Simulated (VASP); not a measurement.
An input for Quantum ESPRESSO's pw.x (written as the equivalent of a VASP run, and not itself run):

```
&CONTROL
  calculation = 'scf'
  pseudo_dir = './pseudo'
  outdir = './out'
  tprnfor = .true.
  tstress = .true.
/
&SYSTEM
  ibrav = 0
  nat = 1
  ntyp = 1
  ecutwfc = 56.6
  occupations = 'smearing'
  smearing = 'methfessel-paxton'
  degauss = 0.00735
  input_dft = 'vdw-df-ob86'
/
&ELECTRONS
  conv_thr = 7.3e-09
  electron_maxstep = 100
/
ATOMIC_SPECIES
  Ba 137.327 Ba.upf
CELL_PARAMETERS angstrom
    -2.4772362    2.4772362    2.4772362
     2.4772362   -2.4772362    2.4772362
     2.4772362    2.4772362   -2.4772362
ATOMIC_POSITIONS crystal
  Ba   0.0000000  0.0000000  0.0000000
K_POINTS automatic
  11 11 11 0 0 0
```

**Question.** Write the VASP files for the same calculation (optB86b-vdW).

**Answer.** This is not unique; one that fits is 
### POSCAR
```
Ba
1
   -2.4772362134     2.4772362134     2.4772362134
    2.4772362134    -2.4772362134     2.4772362134
    2.4772362134     2.4772362134    -2.4772362134
Ba
1
Direct
  0.0000000000   0.0000000000   0.0000000000
```

INCAR:
```
LCHARG = F
SYSTEM = Ba
PREC = Accurate
SIGMA = 0.1
PARAM1 = 0.1234
PARAM2 = 1.0
LREAL = F   # projection in real space or not
ALGO = Normal
LUSE_VDW = T
NELM = 100   # most electronic steps
ENCUT = 520
LASPH = T
AGGAC = 0.0
LWAVE = F
EDIFF = 1E-7
GGA = MK
LMAXMIX = 4   # l cut-off of mixed one-centre charges
ISIF = 2   # forces and stress, cell fixed
ISMEAR = 1   # Methfessel-Paxton
```

### KPOINTS
```
kpoints
0
G
11 11 11
```

POTCAR, in this order: Ba_sv (PBE.64 set). Program: vasp_std.

Limits of the translation: the potentials are each code's own (VASP's PAW set, PseudoDojo norm-conserving files in pw.x), so ENCUT and ecutwfc are chosen apart and not converted; conv_thr bounds pw.x's estimated SCF error, while EDIFF bounds the energy change between steps.

The compound is Ba in the bcc structure. This cell is one point of a volume scan, at 1.03 of the reference volume.
